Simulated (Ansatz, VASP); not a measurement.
# GeSb4Te7 in two plane-wave programs, part 2 of 2

Aim: how closely do two programs agree when they are given the same cell, functional and k mesh? The cell is taken from a series of runs on this material, whose earlier steps may have relaxed, scaled, displaced or heated it; both programs get it as it stands.

VASP 6.6.1 and Ansatz 0.2.0.

So far: Set-up; Ansatz: single point, HSE06.

**3. VASP: single point, HSE06**

Level of this step: HSE06; plane waves and PAW (Ge_d, Sb, Te) (VASP).

The same cell, functional and mesh now go to VASP, with its own data sets.

Lines of VASP's logs that name or quote its potential files are left out, and so is its time.

The run reads the wave functions of an earlier VASP run, which isn't shown here.

Input file INCAR:

```
SYSTEM = GeSb4Te7
PREC = Accurate
ENCUT = 410
EDIFF = 1E-06
NELM = 100
ISMEAR = 0
SIGMA = 0.01
LREAL = .FALSE.
ALGO = Normal
LHFCALC = .TRUE.
AEXX = 0.25
GGA = PE
HFSCREEN = 0.208
LASPH = .TRUE.
NBANDS = 50
PRECFOCK = Fast
LORBIT = 11
LWAVE = .FALSE.
LCHARG = .FALSE.
KPAR = 4
NCORE = 4
ISIF = 2
```

Input file POSCAR:

```
GeSb4Te7
1.0
    4.3107467597      0.0000000000      0.0000000000
   -2.1553733798      3.7146429882      0.0000000000
    0.0000000000      0.0000000000     24.6377784500
Ge Sb Te
1 4 7
Direct
    0.0000000000      0.0000000000      0.5000000000
    0.6660388092      0.3320776184      0.9189362912
    0.3323029616      0.6646059231      0.3489416402
    0.3339611908      0.6679223816      0.0810637088
    0.6676970384      0.3353940769      0.6510583598
    0.3323071375      0.6646142749      0.8492221126
    0.6676928625      0.3353857251      0.1507778874
    0.0013963797      0.0027927594      0.7203131012
    0.6663126750      0.3326253501      0.4311432343
    0.3336873250      0.6673746499      0.5688567657
    0.0000000000      0.0000000000      0.0000000000
    0.9986036203      0.9972072406      0.2796868988
```

Input file KPOINTS:

```
Automatic mesh
0
Gamma
6 6 1
0 0 0
```

Potentials, in the order of the species: Ge_d, Sb and Te (PBE family, release 64).

The run is started by

```console
> mpirun -np 16 vasp_std
```

Numbers of over 12 decimals in the logs are rounded to 6 here.

Log:

```text
[banner, memory and clock lines left out]
running   16 mpi-ranks, on    1 nodes
 distrk:  each k-point on    4 cores,    4 groups
 distr:  one band on    4 cores,    1 groups

 POSCAR found type information on POSCAR GeSbTe
 POSCAR found :  3 types and      12 ions
 LDA part: xc-table for (Slater+PW92), standard interpolation
 found WAVECAR, reading the header
 POSCAR, INCAR and KPOINTS ok, starting setup
 FFT: planning ... GRIDC
 FFT: planning ... GRID_SOFT
 FFT: planning ... GRID
 reading WAVECAR
 the WAVECAR file was read successfully
 initial charge from wavefunction
 entering main loop
       N       E                     dE             d eps       ncg     rms          rms(c)
DAV:   1    -0.544848866800E+02   -0.54485E+02   -0.11715E+01  1300   0.152E+01    0.351E+01
DAV:   2    -0.545257894955E+02   -0.40903E-01   -0.28556E-01  1508   0.278E+00    0.227E+01
DAV:   3    -0.545131272513E+02    0.12662E-01   -0.30421E-02  1476   0.897E-01    0.145E+01
DAV:   4    -0.545110579676E+02    0.20693E-02   -0.76585E-03  1516   0.363E-01    0.882E+00
DAV:   5    -0.545105096535E+02    0.54831E-03   -0.15689E-03  1592   0.155E-01    0.527E+00
DAV:   6    -0.545103449562E+02    0.16470E-03   -0.32499E-04  1570   0.748E-02    0.316E+00
DAV:   7    -0.545103106076E+02    0.34349E-04   -0.84831E-05  1468   0.391E-02    0.190E+00
DAV:   8    -0.545103196157E+02   -0.90081E-05   -0.40330E-05  1530   0.220E-02    0.114E+00
DAV:   9    -0.545103321101E+02   -0.12494E-04   -0.90703E-06  1468   0.106E-02    0.685E-01
DAV:  10    -0.545103418274E+02   -0.97173E-05   -0.25550E-06  1202   0.655E-03    0.409E-01
DAV:  11    -0.545103485101E+02   -0.66827E-05   -0.12008E-06   912   0.452E-03    0.245E-01
DAV:  12    -0.545103527924E+02   -0.42823E-05   -0.46422E-07   836   0.332E-03    0.146E-01
DAV:  13    -0.545103553862E+02   -0.25938E-05   -0.22345E-07   756   0.260E-03    0.873E-02
DAV:  14    -0.545103569599E+02   -0.15737E-05   -0.13032E-07   730   0.197E-03    0.519E-02
DAV:  15    -0.545103579048E+02   -0.94489E-06   -0.72424E-08   750   0.153E-03
   1 F= -.54510358E+02 E0= -.54510358E+02  d E =-.102464E-68
```

OUTCAR, selected parts (step 3):

```text
ion  position               nearest neighbor table
   1  0.000  0.000  0.500-  10 3.00   9 3.00   9 3.01  10 3.01   9 3.01  10 3.01
   2  0.666  0.332  0.919-   6 3.02   6 3.02   6 3.02  11 3.19  11 3.19  11 3.19
   3  0.332  0.665  0.349-  12 3.01  12 3.01  12 3.01   9 3.20   9 3.20   9 3.20
   4  0.334  0.668  0.081-   7 3.02   7 3.02   7 3.02  11 3.19  11 3.19  11 3.19
   5  0.668  0.335  0.651-   8 3.01   8 3.01   8 3.01  10 3.20  10 3.20  10 3.20
   6  0.332  0.665  0.849-   2 3.02   2 3.02   2 3.02
   7  0.668  0.335  0.151-   4 3.02   4 3.02   4 3.02
   8  0.001  0.003  0.720-   5 3.01   5 3.01   5 3.01
   9  0.666  0.333  0.431-   1 3.00   1 3.01   1 3.01   3 3.20   3 3.20   3 3.20
  10  0.334  0.667  0.569-   1 3.00   1 3.01   1 3.01   5 3.20   5 3.20   5 3.20
  11  0.000  0.000  0.000-   4 3.19   2 3.19   4 3.19   2 3.19   2 3.19   4 3.19
  12  0.999  0.997  0.280-   3 3.01   3 3.01   3 3.01

  LATTYP: Found a base centered orthorhombic cell.
 ALAT       =     4.3107467597
 B/A-ratio  =     1.7234336394
 C/A-ratio  =     5.7154316464

 Subroutine GETGRP returns: Found  4 space group operations
 (whereof  4 operations were pure point group operations)

The static configuration has the point symmetry C_2h.

 Found     13 irreducible k-points:

   k-points           NKPTS =     13   k-points in BZ     NKDIM =     36   number of bands    NBANDS=     50

   dimension x,y,z NGX =    28 NGY =   28 NGZ =  168
   dimension x,y,z NGXF=    56 NGYF=   56 NGZF=  336

   ENCUT  =  410.0 eV  30.13 Ry    5.49 a.u.   7.12  7.09 40.68*2*pi/ulx,y,z

   NELECT =      76.0000    total number of electrons

 k-points in reciprocal lattice and weights: Automatic mesh
   0.00000000  0.00000000  0.00000000       0.028
   0.16666667 -0.00000000  0.00000000       0.111
   0.33333333  0.00000000  0.00000000       0.111
   0.50000000  0.00000000  0.00000000       0.056
   0.00000000  0.16666667  0.00000000       0.056
   0.16666667  0.16666667  0.00000000       0.111
   0.33333333  0.16666667  0.00000000       0.111
   0.50000000  0.16666667  0.00000000       0.111
  -0.33333333  0.16666667  0.00000000       0.056
   0.00000000  0.33333333  0.00000000       0.056
   0.16666667  0.33333333  0.00000000       0.111
   0.33333333  0.33333333  0.00000000       0.056
   0.00000000  0.50000000  0.00000000       0.028

  exchange ACFDT corr.  =         0.00000000  see jH, gK, PRB 81, 115126

 average (electrostatic) potential at core
       1 -66.8716       2 -84.0139       3 -84.0251       4 -84.0139       5 -84.0251
       6 -84.9862       7 -84.9862       8 -85.0225       9 -84.7505      10 -84.7505
      11 -84.7497      12 -85.0225

 E-fermi :   5.6035

 k-point     1 :       0.0000    0.0000    0.0000
  band No.  band energies     occupation
    ...
     34       4.3228      2.00000
     35       4.3925      2.00000
     36       4.4347      2.00000
     37       5.3037      2.00000
     38       5.4810      2.00000
     39       6.2981      0.00000
     40       6.3792      0.00000
     41       6.4279      0.00000
     42       6.4573      0.00000
     43       6.4969      0.00000
    ...

 k-point     2 :       0.1667   -0.0000    0.0000
  band No.  band energies     occupation
    ...
     34       4.4712      2.00000
     35       4.5606      2.00000
     36       4.9262      2.00000
     37       5.0229      2.00000
     38       5.3614      2.00000
     39       6.5507      0.00000
     40       6.7898      0.00000
     41       6.8921      0.00000
     42       6.9311      0.00000
     43       7.0811      0.00000
    ...

 k-point     3 :       0.3333    0.0000    0.0000
  band No.  band energies     occupation
    ...
     34       4.1209      2.00000
     35       4.1486      2.00000
     36       4.2732      2.00000
     37       4.6272      2.00000
     38       5.1645      2.00000
     39       6.5931      0.00000
     40       6.9501      0.00000
     41       6.9743      0.00000
     42       7.0834      0.00000
     43       7.3015      0.00000
    ...

  Total       -4.8445294     -4.1705173     -4.9364556     -0.0000000      0.0485004      0.0000000
  in kB      -19.6739265    -16.9367226    -20.0472444     -0.0000000      0.1969632      0.0000000
  external PRESSURE =     -18.8859645 kB  Pullay stress =       0.0000000 kB

  energy-cutoff  :      410.00
  volume of cell :      394.52
      direct lattice vectors                 reciprocal lattice vectors
     4.310746760  0.000000000  0.000000000     0.231978368  0.134602437  0.000000000
    -2.155373380  3.714642988  0.000000000     0.000000000  0.269204875  0.000000000
     0.000000000  0.000000000 24.637778450     0.000000000  0.000000000  0.040588075

 POSITION                                       TOTAL-FORCE (eV/Angst)
 -----------------------------------------------------------------------------------
      0.00000      0.00000     12.31889         0.000000      0.000000      0.000000
      2.15537      1.23355     22.64055        -0.000000     -0.002613     -0.139167
      0.00000      2.46877      8.59715        -0.000000     -0.003526     -0.157202
      0.00000      2.48109      1.99723         0.000000      0.002613      0.139167
      2.15537      1.24587     16.04063         0.000000      0.003526      0.157202
      0.00000      2.46880     20.92295         0.000000      0.002318      0.363549
      2.15537      1.24584      3.71483        -0.000000     -0.002318     -0.363549
      0.00000      0.01037     17.74691        -0.000000     -0.003184     -0.367843
      2.15537      1.23558     10.62241         0.000000      0.000920     -0.069551
      0.00000      2.47906     14.01537        -0.000000     -0.000920      0.069551
      0.00000      0.00000      0.00000         0.000000      0.000000      0.000000
      2.15537      3.70427      6.89086         0.000000      0.003184      0.367843
 -----------------------------------------------------------------------------------
    total drift:                                0.000000     -0.000001     -0.000004

  FREE ENERGIE OF THE ION-ELECTRON SYSTEM (eV)
  ---------------------------------------------------
  free  energy   TOTEN  =       -54.5103579048 eV

  energy  without entropy=      -54.5103579048  energy(sigma->0) =      -54.51035790

 total charge
# of ion       s       p       d       tot
------------------------------------------
    1        1.350   0.707  10.013  12.069
    2        1.332   1.038   0.053   2.423
    3        1.331   1.039   0.053   2.423
    4        1.332   1.038   0.053   2.423
    5        1.331   1.039   0.053   2.423
    6        1.364   2.023   0.024   3.412
    7        1.364   2.023   0.024   3.412
    8        1.364   2.022   0.025   3.411
    9        1.344   2.079   0.029   3.453
   10        1.344   2.079   0.029   3.453
   11        1.349   2.077   0.028   3.454
   12        1.364   2.022   0.025   3.411
--------------------------------------------------
tot         16.168  19.187  10.410  45.766

[... 3 further parts left out ...]
```

The run ends at a pressure of -1.89 GPa, with forces up to 0.37 eV/Å.

**4. Comparison**

Known differences besides the potentials themselves: exact exchange at q = 0 is treated differently, which shows on coarse meshes; VASP keeps PBE cores, Ansatz makes them for the functional; fixed occupations in Ansatz, narrow Gaussian smearing in VASP; the data sets hold 186 valence electrons in Ansatz (on its PAW soft_1 files) and 76 in VASP; the cutoff is 420 eV in Ansatz and 410 eV in VASP; VASP takes a coarser grid for exact exchange (PRECFOCK = Fast). Total energies have different zeros and are not compared.

The two programs side by side:

| quantity | Ansatz | VASP | difference |
| --- | --- | --- | --- |
| gap on the k mesh (eV) | 0.865 | 0.817 | +0.047 |

A gap on the mesh is an upper bound, since the band edges may lie between its points.

**5. Outcome**

* difference in gap on the k mesh (single point, HSE06): 0.047 eV

What this shows: The difference in gap on the k mesh is 0.047 eV (single point, HSE06), within the 0.08 eV picked in this series as the mark of a large difference. The data sets hold unlike numbers of valence electrons (186 in Ansatz and 76 in VASP), so part of the differences comes from the potentials. How closely two codes agree says nothing of how well the functional describes the real material.

[Lines on the potential files, build, host, timing and source positions are cut from VASP's logs without a mark.]

[Logs are printed without paths, hosts, clocks, repeated set-up lines and the standing remarks that a program may print on its own settings, such as how far it seeks lower states.]

[Hosts, paths, dates, database ids (printed as entryN), source tags and the programs' standing remarks are cut or masked in the printed files.]
